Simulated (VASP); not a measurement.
All values below come from rev-vdW-DF2, VASP's PBE PAW potentials (set 64) (plane waves; VASP).

The input files of a VASP run:

**INCAR**
```
# general
SYSTEM  =MoSi2
PREC    =Accurate
ENCUT   =520
LREAL   =.FALSE.
LASPH   =.TRUE.

# electronic loop
EDIFF   =1E-7
NELM    =100
ALGO    =Normal
LMAXMIX =4

# smearing
ISMEAR  =1
SIGMA   =0.1

# functional
GGA     =MK
LUSE_VDW=.TRUE.
AGGAC   =0.0
PARAM1  =0.1234568
PARAM2  =0.7114
ZAB_VDW =-1.8867

# ions
IBRION  =2
NSW     =30
ISIF    =4
EDIFFG  =-0.01

# output
LWAVE   =.FALSE.
LCHARG  =.FALSE.
```

### KPOINTS
```
Automatic mesh
0
Gamma
13 13 13
0 0 0
```

POSCAR:
```
MoSi2
1.0
 -1.5907687532   1.5907687532   3.8933648131
  1.5907687532  -1.5907687532   3.8933648131
  1.5907687532   1.5907687532  -3.8933648131
Si Mo
2 1
direct
  0.6647321968   0.6647321968   0.0000000000
  0.3352678032   0.3352678032   0.0000000000
  0.0000000000   0.0000000000   1.0000000000
```

POTCAR, in this order: Si Mo_sv (PBE.64 set). Program: vasp_std.

The run wrote:

**OSZICAR**
```
       N       E                     dE             d eps       ncg     rms          rms(c)
DAV:   1     0.129481067678E+03    0.12948E+03   -0.11467E+04  5896   0.140E+03
DAV:   2    -0.164150445510E+02   -0.14590E+03   -0.14377E+03  7252   0.343E+02
DAV:   3    -0.194042936699E+02   -0.29892E+01   -0.29494E+01  7924   0.444E+01
DAV:   4    -0.194180759423E+02   -0.13782E-01   -0.13781E-01  6671   0.356E+00
DAV:   5    -0.194181959911E+02   -0.12005E-03   -0.12005E-03  8015   0.309E-01    0.224E+01
DAV:   6    -0.187274906374E+02    0.69071E+00   -0.67441E+00  6874   0.180E+01    0.504E+00
DAV:   7    -0.186229889347E+02    0.10450E+00   -0.10099E+00  6616   0.655E+00    0.480E+00
DAV:   8    -0.185936458304E+02    0.29343E-01   -0.11148E-01  6923   0.281E+00    0.448E-01
DAV:   9    -0.185933161497E+02    0.32968E-03   -0.22371E-03  7287   0.416E-01    0.235E-01
DAV:  10    -0.185933209299E+02   -0.47803E-05   -0.65092E-04  7112   0.233E-01    0.500E-02
DAV:  11    -0.185933171499E+02    0.37800E-05   -0.19603E-04  7035   0.113E-01    0.360E-02
DAV:  12    -0.185933128244E+02    0.43255E-05   -0.31069E-05  6608   0.408E-02    0.666E-03
DAV:  13    -0.185933125449E+02    0.27952E-06   -0.71522E-07  7154   0.819E-03    0.214E-03
DAV:  14    -0.185933125020E+02    0.42881E-07   -0.88850E-09  4004   0.828E-04
   1 F= -.18593313E+02 E0= -.18593270E+02  d E =-.185933E+02
       N       E                     dE             d eps       ncg     rms          rms(c)
DAV:   1    -0.185949717752E+02   -0.16592E-02   -0.57836E-02  6223   0.233E+00    0.212E-01
DAV:   2    -0.185939087171E+02    0.10631E-02   -0.20239E-03  7455   0.371E-01    0.107E-01
DAV:   3    -0.185936176160E+02    0.29110E-03   -0.80475E-04  7476   0.230E-01    0.409E-02
DAV:   4    -0.185936093614E+02    0.82546E-05   -0.50362E-05  6706   0.551E-02    0.147E-02
DAV:   5    -0.185936084260E+02    0.93545E-06   -0.29797E-06  7161   0.112E-02    0.671E-03
DAV:   6    -0.185936083654E+02    0.60534E-07   -0.50243E-07  7217   0.469E-03
   2 F= -.18593608E+02 E0= -.18593565E+02  d E =-.295863E-03
       N       E                     dE             d eps       ncg     rms          rms(c)
DAV:   1    -0.185937560285E+02   -0.14760E-03   -0.42636E-03  6223   0.633E-01    0.575E-02
DAV:   2    -0.185936782159E+02    0.77813E-04   -0.14709E-04  7462   0.100E-01    0.289E-02
DAV:   3    -0.185936570304E+02    0.21186E-04   -0.59343E-05  7462   0.621E-02    0.111E-02
DAV:   4    -0.185936564169E+02    0.61350E-06   -0.36391E-06  6706   0.147E-02    0.399E-03
DAV:   5    -0.185936563381E+02    0.78795E-07   -0.20762E-07  6195   0.297E-03
   3 F= -.18593656E+02 E0= -.18593615E+02  d E =-.343836E-03
       N       E                     dE             d eps       ncg     rms          rms(c)
DAV:   1    -0.185937185187E+02   -0.62102E-04   -0.24243E-03  6881   0.430E-01    0.365E-02
DAV:   2    -0.185936852058E+02    0.33313E-04   -0.95746E-05  7014   0.757E-02    0.195E-02
DAV:   3    -0.185936773288E+02    0.78770E-05   -0.21518E-05  7308   0.364E-02    0.693E-03
DAV:   4    -0.185936766302E+02    0.69859E-06   -0.27810E-06  7238   0.128E-02    0.280E-03
DAV:   5    -0.185936765790E+02    0.51144E-07   -0.17283E-07  5097   0.280E-03
   4 F= -.18593677E+02 E0= -.18593634E+02  d E =-.202409E-04
```

### OUTCAR
```
------------------------ aborting loop because EDIFF is reached ----------------------------------------
  FORCE on cell =-STRESS in cart. coord.  units (eV):
  Direction    XX          YY          ZZ          XY          YZ          ZX
  --------------------------------------------------------------------------------------
  Total        1.6516753      1.6516753      1.6573216      0.0000000      0.0000000      0.0000000
  in kB       67.1484613     67.1484613     67.3780096      0.0000000      0.0000000      0.0000000
  external PRESSURE =      67.2249774 kB  Pullay stress =       0.0000000 kB
  volume of cell :       39.41
      direct lattice vectors                 reciprocal lattice vectors
    -1.589721340  1.589721340  3.898496912     0.000000000  0.314520531  0.128254558
     1.589721340 -1.589721340  3.898496912     0.314520531  0.000000000  0.128254558
     1.589721340  1.589721340 -3.898496912     0.314520531  0.314520531  0.000000000
 POSITION                                       TOTAL-FORCE (eV/Angst)
 -----------------------------------------------------------------------------------
      1.58972      1.58972      1.28774        -0.000000     -0.000000     -0.002299
      0.00000      0.00000      2.61075         0.000000      0.000000      0.002299
      0.00000      0.00000      0.00000        -0.000000     -0.000000      0.000000
 -----------------------------------------------------------------------------------
    total drift:                                0.000000     -0.000000      0.000000
  FREE ENERGIE OF THE ION-ELECTRON SYSTEM (eV)
  ---------------------------------------------------
  free  energy   TOTEN  =       -18.5936765790 eV

  energy  without entropy=      -18.5935482266  energy(sigma->0) =      -18.59363379

 reached required accuracy - stopping structural energy minimisation
```
(Selected blocks of OUTCAR.)

### CONTCAR
```
MoSi2
   1.00000000000000
    -1.5897213404730661    1.5897213404730661    3.8984969116203403
     1.5897213404730661   -1.5897213404730661    3.8984969116203403
     1.5897213404730661    1.5897213404730661   -3.8984969116203403
  Si              Mo
     2     1
Direct
     0.6651590767651381    0.6651590767651381    1.0000000000000000
     0.3348409232348619    0.3348409232348619    0.0000000000000000
     0.0000000000000000    0.0000000000000000    0.0000000000000000
```

The compound is MoSi2 in the MoSi2 type structure. This cell is one point of a volume scan, at 0.97 of the reference volume. Symmetry was kept, so distortions that lower it aren't found.
